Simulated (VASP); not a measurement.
Output of a VASP run:

**OSZICAR**
```
       N       E                     dE             d eps       ncg     rms          rms(c)
DAV:   1     0.144154474761E+01    0.14415E+01   -0.34632E+03   856   0.678E+02
DAV:   2    -0.169269398953E+02   -0.18368E+02   -0.17370E+02  1072   0.970E+01
DAV:   3    -0.171375946798E+02   -0.21065E+00   -0.21025E+00  1008   0.126E+01
DAV:   4    -0.171378845892E+02   -0.28991E-03   -0.28991E-03  1176   0.413E-01
DAV:   5    -0.171378846821E+02   -0.92889E-07   -0.92806E-07   984   0.597E-03    0.558E+00
DAV:   6    -0.155641895900E+02    0.15737E+01   -0.26333E+00   856   0.906E+00    0.262E+00
DAV:   7    -0.152893676123E+02    0.27482E+00   -0.12078E+00   888   0.606E+00    0.789E-01
DAV:   8    -0.152885778344E+02    0.78978E-03   -0.42118E-02   856   0.160E+00    0.207E-01
DAV:   9    -0.152857858549E+02    0.27920E-02   -0.87581E-03   880   0.519E-01    0.458E-02
DAV:  10    -0.152857727485E+02    0.13106E-04   -0.49159E-04  1112   0.146E-01    0.165E-02
DAV:  11    -0.152857624342E+02    0.10314E-04   -0.55873E-05   856   0.467E-02    0.178E-03
DAV:  12    -0.152857624021E+02    0.32116E-07   -0.14562E-06   816   0.853E-03
   1 F= -.15285762E+02 E0= -.15275425E+02  d E =-.206738E-01
```

OUTCAR:
```
------------------------ aborting loop because EDIFF is reached ----------------------------------------
  FORCE on cell =-STRESS in cart. coord.  units (eV):
  Direction    XX          YY          ZZ          XY          YZ          ZX
  --------------------------------------------------------------------------------------
  Total        1.9608973      1.9608967      1.1526219     -0.0000004     -0.0000000      0.0000000
  in kB      115.3907247    115.3906912     67.8270467     -0.0000221     -0.0000000      0.0000000
  external PRESSURE =      99.5361542 kB  Pullay stress =       0.0000000 kB
  volume of cell :       27.23
      direct lattice vectors                 reciprocal lattice vectors
     3.012837000  0.000000000  0.000000000     0.331913077  0.191630196  0.000000000
    -1.506419000  2.609193000  0.000000000     0.000000000  0.383260265  0.000000000
     0.000000000  0.000000000  3.463480000     0.000000000  0.000000000  0.288726945
 POSITION                                       TOTAL-FORCE (eV/Angst)
 -----------------------------------------------------------------------------------
      0.00000      0.00000      0.00000        -0.000000      0.000000     -0.000000
      1.50642      0.86973      1.73174        -0.000000      0.000000      0.000000
     -0.00000      1.73946      1.73174         0.000000     -0.000000     -0.000000
 -----------------------------------------------------------------------------------
    total drift:                                0.000000     -0.000000      0.000000
  FREE ENERGIE OF THE ION-ELECTRON SYSTEM (eV)
  ---------------------------------------------------
  free  energy   TOTEN  =       -15.2857624021 eV

  energy  without entropy=      -15.2650885674  energy(sigma->0) =      -15.27542548
```
(Selected blocks of OUTCAR.)

**POSCAR**
```
MgB2
1
    3.0128370000     0.0000000000     0.0000000000
   -1.5064190000     2.6091930000     0.0000000000
    0.0000000000     0.0000000000     3.4634800000
Mg B
1 2
Direct
  0.0000000000   0.0000000000   0.0000000000
  0.6666670000   0.3333330000   0.5000000000
  0.3333330000   0.6666670000   0.5000000000
```

Question: Write an INCAR and KPOINTS that could have produced this output.

Answer: One answer among several that fit: the input of the run itself, PBE GGA, plane waves, VASP's PBE PAW potentials (set 64).

### KPOINTS
```
kpoints
0
Gamma
9 9 7
```

**INCAR**
```
SYSTEM=MgB2
PREC=Accurate; ENCUT=400; LREAL=F
LASPH=T
EDIFF=1E-6; NELM=100; ALGO=Normal
ISMEAR=-1; SIGMA=0.1
GGA=PE
ISIF=2
LWAVE=F; LCHARG=F
```

POTCAR, in this order: Mg B (PBE.64 set). Program: vasp_std.

At this cut-off the stress carries a Pulay error, which pulls relaxed volumes low.

The structure comes from a computed database's MgB2 entry; how it stands against other phases isn't given here. The cell was not relaxed at this level.
